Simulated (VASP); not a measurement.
Calculation: PBE GGA, VASP's PBE PAW potentials (set 64) (plane waves; VASP 6.6.1).

Input for VASP

### POSCAR
```
SnSe2
1.0
  3.8124630000   0.0000000000   0.0000000000
 -1.9062310000   3.3016900000   0.0000000000
  0.0000000000   0.0000000000  17.0997360000
Sn Se
1 2
direct
 -0.0008990000  -0.0131230000   0.5014120000
  0.3357190000   0.6753390000   0.5857960000
  0.6651800000   0.3377840000   0.4127920000
```

### KPOINTS
```
Automatic mesh
0
Gamma
5 5 1
0 0 0
```

**INCAR**
```
ALGO=Normal
EDIFF=1E-6
ENCUT=300
GGA=PE
ISIF=2
ISMEAR=0
LASPH=.True.
LCHARG=.False.
LMAXMIX=4
LREAL=.False.
LWAVE=.False.
NELM=100
PREC=Accurate
SIGMA=0.1
SYSTEM=SnSe2
```

POTCAR, in this order: Sn_d Se (PBE.64 set). Program: vasp_std.

The resulting files:

OUTCAR:
```
 ion  position               nearest neighbor table
   1  0.999  0.987  0.501-   2 2.58   2 2.62   3 2.62   3 2.67   2 2.69   3 2.72
   2  0.336  0.675  0.586-   1 2.58   1 2.62   1 2.69
   3  0.665  0.338  0.413-   1 2.62   1 2.67   1 2.72
  LATTYP: Found a hexagonal cell.
 ALAT       =     3.8124630000
 C/A-ratio  =     4.4852201844
 Subroutine PRICEL returns:
 Original cell was already a primitive cell.
 Subroutine GETGRP returns: Found  1 space group operations
The static configuration has the point symmetry C_1 .
The dynamic configuration has the point symmetry C_1 .
 Subroutine INISYM returns: Found  1 space group operations
 Subroutine IBZKPT returns following result:
 Found     13 irreducible k-points:

 Following reciprocal coordinates:
            Coordinates               Weight
  0.000000  0.000000  0.000000      1.000000
  0.200000  0.000000  0.000000      2.000000
  0.000000  0.200000  0.000000      2.000000
 -0.200000  0.200000  0.000000      2.000000
  0.400000  0.000000  0.000000      2.000000
  0.000000  0.400000  0.000000      2.000000
 -0.400000  0.400000  0.000000      2.000000
  0.200000  0.200000  0.000000      2.000000
 -0.200000  0.400000  0.000000      2.000000
 -0.400000  0.200000  0.000000      2.000000
  0.400000  0.200000  0.000000      2.000000
 -0.200000 -0.400000  0.000000      2.000000
  0.400000  0.400000  0.000000      2.000000
   k-points           NKPTS =     13   k-points in BZ     NKDIM =     13   number of bands    NBANDS=     17
   number of dos      NEDOS =    301   number of ions     NIONS =      3
   total plane-waves  NPLWV =  56448
   dimension x,y,z NGX =    24 NGY =   24 NGZ =   98
   dimension x,y,z NGXF=    48 NGYF=   48 NGZF=  196
   ions per type =               1   2
   PREC   = accura    normal or accurate (medium, high low for compatibility)
   ISTART =      0    job   : 0-new  1-cont  2-samecut
   ICHARG =      2    charge: 1-file 2-atom 10-const
   ISPIN  =      1    spin polarized calculation?
   LNONCOLLINEAR =      F non collinear calculations
   LSORBIT =      F    spin-orbit coupling
   INIWAV =      1    electr: 0-lowe 1-rand  2-diag
   ENCUT  =  300.0 eV  22.05 Ry    4.70 a.u.   5.38  5.38 24.15*2*pi/ulx,y,z
   NELM   =    100;   NELMIN=  2; NELMDL= -5     # of ELM steps
   EDIFF  = 0.1E-05   stopping-criterion for ELM
   LREAL  =      F    real-space projection
   NLSPLINE    = F    spline interpolate recip. space projectors
   LMAXMIX     =    4 max onsite mixed and CHGCAR
   VOSKOWN=      0    Vosko Wilk Nusair interpolation
   EDIFFG = 0.1E-04   stopping-criterion for IOM
   NSW    =      0    number of steps for IOM
   NBLOCK =      1;   KBLOCK =      1    inner block; outer block
   IBRION =     -1    ionic relax: 0-MD 1-quasi-New 2-CG
   NFREE  =      0    steps in history (QN), initial steepest desc. (CG)
   ISIF   =      2    stress and relaxation
   ISYM   =      2    0-nonsym 1-usesym 2-fastsym
   TEIN   =    0.0    initial temperature
   TEBEG  =    0.0;   TEEND  =   0.0 temperature during run
   SMASS  =  -3.00    Nose mass-parameter (am)
   PSTRESS=    0.0 pullay stress
   NELECT =      26.0000    total number of electrons
   EFERMI =   0.00;   METHOD = LEGACY
   ISMEAR =     0;   SIGMA  =   0.10  broadening in eV -4-tet -1-fermi 0-gaus
   IALGO  =     38    algorithm
   LDIAG  =      T    sub-space diagonalisation (order eigenvalues)
   IMIX   =      4    mixing-type and parameters
     AMIX     =   0.40;   BMIX     =  1.00
     AMIX_MAG =   1.60;   BMIX_MAG =  1.00
     AMIN     =   0.10
   GGA     = PE    functional components
   VOSKOWN =     0    Vosko Wilk Nusair interpolation
   LHFCALC =     F    Hartree Fock is set to
   LHFONE  =     F    Hartree Fock one center treatment
...
```

### OSZICAR
```
       N       E                     dE             d eps       ncg     rms          rms(c)
DAV:   1     0.150589796351E+03    0.15059E+03   -0.93516E+03   546   0.875E+02
DAV:   2     0.231202194198E+01   -0.14828E+03   -0.14714E+03   565   0.237E+02
DAV:   3    -0.115590165986E+02   -0.13871E+02   -0.13849E+02   511   0.853E+01
DAV:   4    -0.119177159054E+02   -0.35870E+00   -0.35854E+00   642   0.157E+01
DAV:   5    -0.119248251637E+02   -0.71093E-02   -0.71089E-02   659   0.196E+00    0.542E+00
DAV:   6    -0.116294619594E+02    0.29536E+00   -0.63942E-01   681   0.902E+00    0.352E+00
DAV:   7    -0.116023076138E+02    0.27154E-01   -0.28782E-01   626   0.388E+00    0.625E-01
DAV:   8    -0.115979417886E+02    0.43658E-02   -0.31297E-02   636   0.206E+00    0.283E-01
DAV:   9    -0.115983424456E+02   -0.40066E-03   -0.26198E-03   634   0.325E-01    0.548E-02
DAV:  10    -0.115983641521E+02   -0.21707E-04   -0.17841E-04   684   0.158E-01    0.314E-02
DAV:  11    -0.115984085808E+02   -0.44429E-04   -0.66276E-05   572   0.501E-02    0.810E-03
DAV:  12    -0.115984261325E+02   -0.17552E-04   -0.97268E-06   660   0.223E-02    0.746E-03
DAV:  13    -0.115984626290E+02   -0.36496E-04   -0.10865E-05   475   0.140E-02    0.413E-03
DAV:  14    -0.115984823528E+02   -0.19724E-04   -0.17764E-06   513   0.519E-03    0.303E-03
DAV:  15    -0.115985113499E+02   -0.28997E-04   -0.45557E-06   524   0.752E-03    0.165E-03
DAV:  16    -0.115985190705E+02   -0.77207E-05   -0.23842E-07   524   0.217E-03    0.922E-04
DAV:  17    -0.115985350248E+02   -0.15954E-04   -0.29093E-07   466   0.241E-03    0.830E-04
DAV:  18    -0.115985387767E+02   -0.37519E-05   -0.43392E-08   465   0.825E-04    0.422E-04
DAV:  19    -0.115985417536E+02   -0.29769E-05   -0.68449E-08   415   0.997E-04    0.981E-05
DAV:  20    -0.115985419796E+02   -0.22604E-06   -0.37444E-09   446   0.372E-04
   1 F= -.11598542E+02 E0= -.11598542E+02  d E =-.987800E-11
```

File OUTCAR:
```
------------------------ aborting loop because EDIFF is reached ----------------------------------------
  FORCE on cell =-STRESS in cart. coord.  units (eV):
  Direction    XX          YY          ZZ          XY          YZ          ZX
  --------------------------------------------------------------------------------------
  Total        3.2209873      3.0592691      4.0811956     -0.0539850     -0.1173070      0.0600283
  in kB       23.9755325     22.7717771     30.3785233     -0.4018396     -0.8731788      0.4468227
  external PRESSURE =      25.7086110 kB  Pullay stress =       0.0000000 kB
  volume of cell :      215.24
      direct lattice vectors                 reciprocal lattice vectors
     3.812463000  0.000000000  0.000000000     0.262297628  0.151437557  0.000000000
    -1.906231000  3.301690000  0.000000000     0.000000000  0.302875194  0.000000000
     0.000000000  0.000000000 17.099736000     0.000000000  0.000000000  0.058480435
 POSITION                                       TOTAL-FORCE (eV/Angst)
 -----------------------------------------------------------------------------------
      1.92782      3.25836      8.57401        -0.258726      0.504248     -0.667500
     -0.00744      2.22976     10.01696         0.152834     -0.298060      1.751611
      1.89208      1.11526      7.05863         0.105892     -0.206188     -1.084111
 -----------------------------------------------------------------------------------
    total drift:                               -0.000573      0.000449     -0.000622
  FREE ENERGIE OF THE ION-ELECTRON SYSTEM (eV)
  ---------------------------------------------------
  free  energy   TOTEN  =       -11.5985419796 eV

  energy  without entropy=      -11.5985419796  energy(sigma->0) =      -11.59854198
```
(Selected blocks of OUTCAR.)

At this cut-off the stress carries a Pulay error, which pulls relaxed volumes low. The cell holds a wide vacuum, so values per volume refer to the whole cell.

The cell is a sheet with vacuum, built from a generated structure.
